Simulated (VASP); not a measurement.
Output of a VASP run:

**OSZICAR**
```
...
DAV:   3    -0.716764206945E+00    0.10626E-01   -0.11554E-02  2592   0.106E+00    0.225E-01
DAV:   4    -0.715959788587E+00    0.80442E-03   -0.21558E-03  2744   0.473E-01    0.981E-02
DAV:   5    -0.715952648914E+00    0.71397E-05   -0.11744E-04  2784   0.127E-01    0.328E-02
DAV:   6    -0.715947111622E+00    0.55373E-05   -0.19863E-05  2624   0.568E-02    0.522E-03
DAV:   7    -0.715946898986E+00    0.21264E-06   -0.34379E-07  1424   0.653E-03
   2 F= -.71594690E+00 E0= -.71588800E+00  d E =-.657169E-02
       N       E                     dE             d eps       ncg     rms          rms(c)
DAV:   1    -0.858399463312E+00   -0.14245E+00   -0.59999E+00  2536   0.227E+01    0.196E+00
DAV:   2    -0.764838585138E+00    0.93561E-01   -0.93614E-02  2592   0.404E+00    0.102E+00
DAV:   3    -0.727488338226E+00    0.37350E-01   -0.39797E-02  2592   0.190E+00    0.424E-01
DAV:   4    -0.723973809535E+00    0.35145E-02   -0.82401E-03  2664   0.895E-01    0.188E-01
DAV:   5    -0.723955937143E+00    0.17872E-04   -0.37874E-04  2760   0.215E-01    0.423E-02
DAV:   6    -0.723951333273E+00    0.46039E-05   -0.29400E-05  2616   0.679E-02    0.654E-03
DAV:   7    -0.723951329788E+00    0.34852E-08   -0.16379E-07  1384   0.411E-03
   3 F= -.72395133E+00 E0= -.72378755E+00  d E =-.145761E-01
       N       E                     dE             d eps       ncg     rms          rms(c)
DAV:   1    -0.125636819825E+01   -0.53242E+00   -0.23271E+01  2544   0.446E+01    0.391E+00
DAV:   2    -0.876033141158E+00    0.38034E+00   -0.39473E-01  2584   0.772E+00    0.199E+00
DAV:   3    -0.730244814465E+00    0.14579E+00   -0.15535E-01  2560   0.341E+00    0.845E-01
DAV:   4    -0.714184418418E+00    0.16060E-01   -0.34214E-02  2616   0.176E+00    0.381E-01
DAV:   5    -0.714165905742E+00    0.18513E-04   -0.15651E-03  2752   0.424E-01    0.582E-02
DAV:   6    -0.714163904951E+00    0.20008E-05   -0.17917E-05  2744   0.420E-02    0.109E-02
DAV:   7    -0.714164518556E+00   -0.61361E-06   -0.11921E-06  1592   0.130E-02
   4 F= -.71416452E+00 E0= -.71440657E+00  d E =-.478931E-02
       N       E                     dE             d eps       ncg     rms          rms(c)
DAV:   1    -0.104276334374E+01   -0.32860E+00   -0.14178E+01  2592   0.345E+01    0.282E+00
DAV:   2    -0.822304075337E+00    0.22046E+00   -0.16536E-01  2592   0.489E+00    0.156E+00
DAV:   3    -0.725719676027E+00    0.96584E-01   -0.13828E-01  2592   0.365E+00    0.512E-01
DAV:   4    -0.725136068919E+00    0.58361E-03   -0.13745E-02  2704   0.143E+00    0.293E-01
DAV:   5    -0.725021932331E+00    0.11414E-03   -0.71298E-04  2672   0.321E-01    0.111E-01
DAV:   6    -0.724978070674E+00    0.43862E-04   -0.21394E-04  2600   0.185E-01    0.121E-02
DAV:   7    -0.724978147596E+00   -0.76921E-07   -0.19020E-06  2152   0.140E-02
   5 F= -.72497815E+00 E0= -.72474318E+00  d E =-.156029E-01
       N       E                     dE             d eps       ncg     rms          rms(c)
DAV:   1    -0.726982636082E+00   -0.20046E-02   -0.86379E-02  2568   0.271E+00    0.228E-01
DAV:   2    -0.725645915480E+00    0.13367E-02   -0.11679E-03  2632   0.463E-01    0.122E-01
DAV:   3    -0.725080570913E+00    0.56534E-03   -0.68583E-04  2600   0.249E-01    0.466E-02
DAV:   4    -0.725049740863E+00    0.30830E-04   -0.10551E-04  2744   0.107E-01    0.226E-02
DAV:   5    -0.725049482443E+00    0.25842E-06   -0.66766E-06  2704   0.306E-02
   6 F= -.72504948E+00 E0= -.72485912E+00  d E =-.156743E-01
```

### OUTCAR
```
------------------------ aborting loop because EDIFF is reached ----------------------------------------
  FORCE on cell =-STRESS in cart. coord.  units (eV):
  Direction    XX          YY          ZZ          XY          YZ          ZX
  --------------------------------------------------------------------------------------
  Total       -0.0107552     -0.0107552     -0.0156564      0.0000000      0.0000000     -0.0000000
  in kB       -0.3496346     -0.3496347     -0.5089653      0.0000000      0.0000000     -0.0000000
  external PRESSURE =      -0.4027449 kB  Pullay stress =       0.0000000 kB
  volume of cell :       49.29
      direct lattice vectors                 reciprocal lattice vectors
     1.529151590 -2.648568565  0.000000000     0.326978701 -0.188781218 -0.000000000
     1.529151590  2.648568565 -0.000000000     0.326978701  0.188781218 -0.000000000
     0.000000000 -0.000000000  6.084478828     0.000000000  0.000000000  0.164352614
 POSITION                                       TOTAL-FORCE (eV/Angst)
 -----------------------------------------------------------------------------------
      1.52915      0.88286      1.52112         0.000000      0.000000      0.000000
      1.52915     -0.88286      4.56336        -0.000000     -0.000000      0.000000
 -----------------------------------------------------------------------------------
    total drift:                                0.000012      0.000216      0.000001
  FREE ENERGIE OF THE ION-ELECTRON SYSTEM (eV)
  ---------------------------------------------------
  free  energy   TOTEN  =        -0.7250494824 eV

  energy  without entropy=       -0.7244783861  energy(sigma->0) =       -0.72485912

 reached required accuracy - stopping structural energy minimisation
```
(Selected blocks of OUTCAR.)

**POSCAR**
```
Cd
1
    1.5546198812    -2.6926809559    -0.0000000000
    1.5546198812     2.6926809559     0.0000000000
   -0.0000000000    -0.0000000000     5.8129531183
Cd
2
Direct
  0.3333330000   0.6666670000   0.2500000000
  0.6666670000   0.3333330000   0.7500000000
```

Problem. Write an INCAR and KPOINTS that could have produced this output.

Solution. This is not unique; one that fits is the input of the run itself, RPBE GGA, plane waves, VASP's PBE PAW potentials (set 64).

KPOINTS:
```
Automatic mesh
0
Gamma
12 12 6
0 0 0
```

**INCAR**
```
! general
SYSTEM   =  Cd
PREC     =  Accurate
ENCUT    =  520   ! plane-wave cut-off (eV)
LREAL    =  .FALSE.   ! projection in real space or not
LASPH    =  .TRUE.   ! aspherical one-centre terms

! electronic loop
EDIFF    =  1E-6   ! SCF stop (eV)
NELM     =  100
ALGO     =  Normal
LMAXMIX  =  4   ! l cut-off of mixed one-centre charges

! smearing
ISMEAR   =  1
SIGMA    =  0.1

! functional
GGA      =  RP   ! RPBE

! ions
IBRION   =  2   ! conjugate gradients
NSW      =  60   ! most ionic steps
ISIF     =  3   ! ions, shape and volume
EDIFFG   =  -0.01   ! ionic stop

! output
LWAVE    =  .FALSE.
LCHARG   =  .FALSE.
```

POTCAR, in this order: Cd (PBE.64 set). Program: vasp_std.

The compound is Cd in the hcp structure. This run relaxes it. Symmetry was kept, so distortions that lower it aren't found. The start is the result of an earlier pass.
